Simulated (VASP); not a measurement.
Take CoGa (CsCl type), from the solid elements, with no thermal terms, in VASP with PAW potentials, and its formation energy.

### Question
One run gives -0.343 eV/atom. Which level is it?
A) LDA
B) PBE
C) PBEsol

### Answer
C, PBEsol.  The others give -0.268 (PBE), -0.400 (LDA).

Only levels that ran to the end are used. Left out are those held back, those with too coarse a band path, GW runs whose mesh misses a band edge, hybrids' fits of cells that aren't cubic and levels without matching references; a question may draw on a part of the rest.
